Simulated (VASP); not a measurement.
Consider the following.

```
CELL_PARAMETERS angstrom
      2.92237     0.00000     0.00000
      0.00000     2.92237     0.00000
      0.00000     0.00000     2.92237
ATOMIC_POSITIONS crystal
  Al 0.50000 0.50000 0.50000
  Ru 0.00000 0.00000 0.00000
```

Method: r2SCAN meta-GGA, VASP's PBE PAW potentials (set 64) (plane waves; VASP). Run with 520 eV cut-off, 12×12×12 Γ-centred mesh, first-order Methfessel-Paxton smearing of 0.10 eV, potentials Al Ru_pv.

Q: Give the stress tensor in GPa (positive for a compressed cell).

A: 
```
15.45   0.00   0.00
 0.00  15.45   0.00
 0.00   0.00  15.45
```
The pressure is its mean diagonal, 15.45 GPa.

The compound is RuAl in the CsCl type structure. This cell is one point of a volume scan, at 0.94 of the reference volume. The electron count is odd and the run is not spin-polarised, which forces a metal.
